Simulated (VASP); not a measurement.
Data:

```xyz
4
Lattice="1.6096 -2.7879 0.0000 1.6096 2.7879 0.0000 0.0000 0.0000 5.2396" Properties=species:S:1:pos:R:3 pbc="T T T"
Ga     1.6096    -0.9293     2.6200
Ga     1.6096     0.9293     0.0002
N      1.6096    -0.9293     4.5949
N      1.6096     0.9293     1.9751
```

All values below come from PBE GGA, VASP's PBE PAW potentials (set 64) (plane waves; VASP 6.6.1). Run with 520 eV cut-off, 7×7×4 Γ-centred mesh, Gaussian smearing of 0.050 eV, potentials Ga_d N.

Task: Estimate the energy per atom (σ→0).

Result: 
```json
{
 "energy per atom (σ→0)": "-6.082 eV/atom"
}
```

The absolute energy has meaning only against runs of the same code, potentials and settings.

The compound is GaN in the wurtzite structure. It was relaxed first. The start is the result of an earlier pass.
